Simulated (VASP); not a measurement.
These are PBEsol GGA, VASP's PBE PAW potentials (set 64) (plane waves; VASP 6.6.1) values and carry that method's errors.

Input for VASP

**POSCAR**
```
In
1
   -1.6052835260     1.6052835260     2.4739250994
    1.6052835260    -1.6052835260     2.4739250994
    1.6052835260     1.6052835260    -2.4739250994
In
1
Direct
  0.0000000000   0.0000000000   0.0000000000
```

**INCAR**
```
GGA=PS
EDIFF=1E-7
ALGO=Normal   # blocked Davidson
LORBIT=11   # lm-projected
LWAVE=.FALSE.
ENCUT=400   # plane-wave cut-off (eV)
ISIF=2   # forces and stress, cell fixed
LMAXMIX=4
ISMEAR=-5
LREAL=.FALSE.
NELM=100
LASPH=.TRUE.
NEDOS=601   # DOS grid
SYSTEM=In
LCHARG=.TRUE.
PREC=Accurate
```

### KPOINTS
```
Automatic mesh
0
Gamma
18 18 18
0 0 0
```

POTCAR, in this order: In_d (PBE.64 set). Program: vasp_std.

What will the output report for the number of irreducible k-points (NKPTS), number of bands (NBANDS), largest plane-wave count, number of space-group operations, FFT grid (NGX, NGY, NGZ)?

- number of irreducible k-points (NKPTS) = 480
- number of bands (NBANDS) = 10
- largest plane-wave count = 477
- number of space-group operations = 16
- FFT grid (NGX, NGY, NGZ) = 24 × 24 × 24

The compound is In in the bct structure. It was relaxed first.
